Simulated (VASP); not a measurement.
All values below come from r2SCAN meta-GGA, VASP's PBE PAW potentials (set 64) (plane waves; VASP).

The input files of a VASP run:

**INCAR**
```
SYSTEM = KF
PREC = Accurate
ENCUT = 600
EDIFF = 1E-7
NELM = 100
ALGO = Normal
LREAL = .FALSE.
LASPH = .TRUE.
ISMEAR = 0
SIGMA = 0.05
METAGGA = R2SCAN
LMIXTAU = .TRUE.
LWAVE = .FALSE.
LCHARG = .FALSE.
ISIF = 3
IBRION = 2
NSW = 40
EDIFFG = -0.01
PSTRESS = 50
```

### POSCAR
```
KF
1
    0.0000000000     2.6589489992     2.6589489992
    2.6589489992     0.0000000000     2.6589489992
    2.6589489992     2.6589489992    -0.0000000000
K F
1 1
Direct
  0.0000000000   0.0000000000   0.0000000000
  0.5000000000   0.5000000000   0.5000000000
```

**KPOINTS**
```
K-points
0
Gamma
 8 8 8
```

POTCAR, in this order: K_sv F (PBE.64 set). Program: vasp_std.

Output of the run:

**OSZICAR**
```
       N       E                     dE             d eps       ncg     rms          rms(c)
DAV:   1     0.114597042308E+03    0.11460E+03   -0.93230E+03   696   0.147E+03
DAV:   2    -0.156371432832E+02   -0.13023E+03   -0.11875E+03   880   0.364E+02
DAV:   3    -0.207188009339E+02   -0.50817E+01   -0.50566E+01   900   0.674E+01
DAV:   4    -0.208835907580E+02   -0.16479E+00   -0.16466E+00  1084   0.994E+00
DAV:   5    -0.208848424954E+02   -0.12517E-02   -0.12517E-02   888   0.995E-01    0.593E+00
DAV:   6    -0.152915008483E+02    0.55933E+01   -0.28011E+00   992   0.197E+01    0.233E+00
DAV:   7    -0.149298711034E+02    0.36163E+00   -0.83077E-01  1084   0.116E+01    0.181E+00
DAV:   8    -0.160205157591E+02   -0.10906E+01   -0.56851E-01  1008   0.968E+00    0.929E-01
DAV:   9    -0.145707932809E+02    0.14497E+01   -0.35061E-01   700   0.671E+00    0.745E-01
DAV:  10    -0.149815738530E+02   -0.41078E+00   -0.27174E-01   716   0.598E+00    0.203E-01
DAV:  11    -0.150580282891E+02   -0.76454E-01   -0.10503E-02  1016   0.133E+00    0.269E-01
DAV:  12    -0.150391509949E+02    0.18877E-01   -0.40586E-04   904   0.286E-01    0.271E-01
DAV:  13    -0.149749071583E+02    0.64244E-01   -0.32597E-02   700   0.287E+00    0.235E-01
DAV:  14    -0.149746811224E+02    0.22604E-03   -0.46615E-04   904   0.292E-01    0.205E-01
DAV:  15    -0.149749473967E+02   -0.26627E-03   -0.32531E-04   724   0.283E-01    0.195E-01
DAV:  16    -0.149756948676E+02   -0.74747E-03   -0.19656E-03   728   0.551E-01    0.103E-01
DAV:  17    -0.149758082282E+02   -0.11336E-03   -0.94325E-05   892   0.131E-01    0.855E-02
DAV:  18    -0.149757698891E+02    0.38339E-04   -0.10255E-04   788   0.111E-01    0.513E-02
DAV:  19    -0.149758067463E+02   -0.36857E-04   -0.35465E-05   728   0.823E-02    0.287E-02
DAV:  20    -0.149758121268E+02   -0.53805E-05   -0.86785E-06   840   0.331E-02    0.107E-02
DAV:  21    -0.149758160440E+02   -0.39172E-05   -0.13348E-06   856   0.156E-02    0.553E-03
DAV:  22    -0.149758176606E+02   -0.16166E-05   -0.78627E-07   776   0.899E-03    0.801E-04
DAV:  23    -0.149758185915E+02   -0.93092E-06   -0.71471E-07   724   0.109E-02    0.116E-03
DAV:  24    -0.149758185432E+02    0.48276E-07   -0.54756E-08   548   0.308E-03
   1 F= -.13802491E+02 E0= -.13802491E+02  d E =-.138025E+02
       N       E                     dE             d eps       ncg     rms          rms(c)
DAV:   1    -0.160516647524E+02   -0.10758E+01   -0.23228E+01   696   0.592E+01    0.831E+00
DAV:   2    -0.150284485463E+02    0.10232E+01   -0.34927E+00   776   0.195E+01    0.214E+00
DAV:   3    -0.149473298832E+02    0.81119E-01   -0.16674E-01   988   0.546E+00    0.969E-01
DAV:   4    -0.148853943673E+02    0.61936E-01   -0.91647E-02  1036   0.391E+00    0.506E-01
DAV:   5    -0.150425439601E+02   -0.15715E+00   -0.80421E-02   768   0.422E+00    0.217E-01
DAV:   6    -0.149277176709E+02    0.11483E+00   -0.56076E-02   696   0.358E+00    0.110E-01
DAV:   7    -0.149368857725E+02   -0.91681E-02   -0.12334E-03  1020   0.574E-01    0.816E-02
DAV:   8    -0.149336906306E+02    0.31951E-02   -0.67748E-03   700   0.116E+00    0.527E-02
DAV:   9    -0.149409909675E+02   -0.73003E-02   -0.67600E-03   696   0.122E+00    0.642E-02
DAV:  10    -0.149422446297E+02   -0.12537E-02   -0.72084E-04   704   0.345E-01    0.537E-03
DAV:  11    -0.149422789681E+02   -0.34338E-04   -0.30585E-05   924   0.772E-02    0.242E-03
DAV:  12    -0.149422801467E+02   -0.11786E-05   -0.38348E-07   880   0.736E-03    0.205E-03
DAV:  13    -0.149422839274E+02   -0.37807E-05   -0.14240E-06   732   0.157E-02    0.981E-04
DAV:  14    -0.149422841406E+02   -0.21323E-06   -0.20760E-07   616   0.763E-03    0.649E-04
DAV:  15    -0.149422841654E+02   -0.24774E-07   -0.10411E-08   484   0.145E-03
   2 F= -.13866500E+02 E0= -.13866500E+02  d E =-.640097E-01
       N       E                     dE             d eps       ncg     rms          rms(c)
DAV:   1    -0.149791817951E+02   -0.36898E-01   -0.12195E+00   700   0.136E+01    0.179E+00
DAV:   2    -0.149278686356E+02    0.51313E-01   -0.17884E-01   772   0.444E+00    0.469E-01
DAV:   3    -0.149235678841E+02    0.43008E-02   -0.89046E-03   960   0.127E+00    0.214E-01
DAV:   4    -0.149215238662E+02    0.20440E-02   -0.45261E-03  1080   0.887E-01    0.130E-01
DAV:   5    -0.149176153472E+02    0.39085E-02   -0.59314E-03   760   0.117E+00    0.608E-02
DAV:   6    -0.149234574906E+02   -0.58421E-02   -0.35326E-03   696   0.902E-01    0.208E-02
DAV:   7    -0.149232961721E+02    0.16132E-03   -0.11371E-04   776   0.175E-01    0.127E-02
DAV:   8    -0.149234757101E+02   -0.17954E-03   -0.37785E-04   700   0.259E-01    0.150E-02
DAV:   9    -0.149236314924E+02   -0.15578E-03   -0.77603E-05   712   0.121E-01    0.480E-03
DAV:  10    -0.149236331772E+02   -0.16848E-05   -0.19199E-06  1004   0.162E-02    0.179E-03
DAV:  11    -0.149236337992E+02   -0.62194E-06   -0.17431E-07   492   0.598E-03    0.425E-04
DAV:  12    -0.149236336987E+02    0.10049E-06   -0.26919E-08   480   0.294E-03    0.523E-04
DAV:  13    -0.149236337586E+02   -0.59925E-07   -0.58739E-09   384   0.112E-03
   3 F= -.13869232E+02 E0= -.13869232E+02  d E =-.667415E-01
```

OUTCAR:
```
------------------------ aborting loop because EDIFF is reached ----------------------------------------
  FORCE on cell =-STRESS in cart. coord.  units (eV):
  Direction    XX          YY          ZZ          XY          YZ          ZX
  --------------------------------------------------------------------------------------
  Total        1.0420498      1.0420498      1.0420498     -0.0000000      0.0000000      0.0000000
  in kB       49.4142697     49.4142697     49.4142697     -0.0000000      0.0000000      0.0000000
  external PRESSURE =      -0.5857303 kB  Pullay stress =      50.0000000 kB
  volume of cell :       33.79
      direct lattice vectors                 reciprocal lattice vectors
    -0.000000000  2.565895095  2.565895095    -0.194863773  0.194863773  0.194863773
     2.565895095 -0.000000000  2.565895095     0.194863773 -0.194863773  0.194863773
     2.565895095  2.565895095  0.000000000     0.194863773  0.194863773 -0.194863773
  FREE ENERGIE OF THE ION-ELECTRON SYSTEM (eV)
  ---------------------------------------------------
  free  energy   TOTEN  =       -14.9236337586 eV

  energy  without entropy=      -14.9236337586  energy(sigma->0) =      -14.92363376
  enthalpy is  TOTEN    =       -13.8692320347 eV   P V=        1.0544017239

 reached required accuracy - stopping structural energy minimisation
```
(Selected blocks of OUTCAR.)

**CONTCAR**
```
KF
   1.00000000000000
    -0.0000000000000000    2.5658950950997310    2.5658950950997310
     2.5658950950997310   -0.0000000000000000    2.5658950950997310
     2.5658950950997310    2.5658950950997310    0.0000000000000000
  K               F
     1     1
Direct
     0.0000000000000000    0.0000000000000000    0.0000000000000000
     0.5000000000000000    0.5000000000000000    0.5000000000000000
```

Energy and stress use the plane-wave basis of the starting cell.

The compound is KF in the rock salt structure. This run relaxes it under an external pressure of 5 GPa. Symmetry was kept, so distortions that lower it aren't found.
